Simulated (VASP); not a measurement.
Crystal: Ru.

```
Ru
1.0
     2.70580    0.00000    0.00000
    -1.35290    2.34329    0.00000
     0.00000    0.00000    4.28190
Ru
2
Direct
  0.33333 0.66667 0.25000
  0.66667 0.33333 0.75000
```

```yaml
Program: VASP 6.6.1
Task: relaxation of cell and atoms
Functional: RPBE
Potentials_or_basis: VASP PAW PBE potentials, release 64 (Ru_pv)
Cutoff: 600 eV
k_mesh: 15 × 15 × 9
Occupations: methfessel-paxton, width 0.1 eV
Spin: no spin polarisation
```

At the start: pressure 8.8 GPa; volume 13.57 Å³/atom.

Task: Where does the relaxation end?

Result: Over 8 steps the energy falls by 10.1 meV/atom and the volume is 13.95 Å³/atom (+2.8 %); space group P6_3/mmc (No. 194, to 0.05 Å).

Step by step:
| step | energy change (eV) | largest force (eV/Å) | pressure (GPa) | volume (Å³) |
| --- | --- | --- | --- | --- |
| 1 | 0.0000 | 0.0000 | 8.77 | 27.15 |
| 2 | 0.1265 | 0.0000 | -19.12 | 30.17 |
| 3 | -0.0201 | 0.0000 | -0.18 | 27.93 |
| 4 | -0.0201 | 0.0000 | -0.06 | 27.91 |
| 5 | -0.0201 | 0.0000 | 0.10 | 27.90 |
| 6 | -0.0201 | 0.0000 | 0.09 | 27.90 |
| 7 | -0.0201 | 0.0000 | 0.08 | 27.90 |
| 8 | -0.0201 | 0.0000 | 0.09 | 27.90 |

Final structure:
```
Ru
1.0
     2.73093    0.00000    0.00000
    -1.36547    2.36506    0.00000
     0.00000    0.00000    4.31961
Ru
2
Direct
  0.33333 0.66667 0.25000
  0.66667 0.33333 0.75000
```

Caveat: the PAW data sets were made with another functional, which shifts forces and pressure a little.
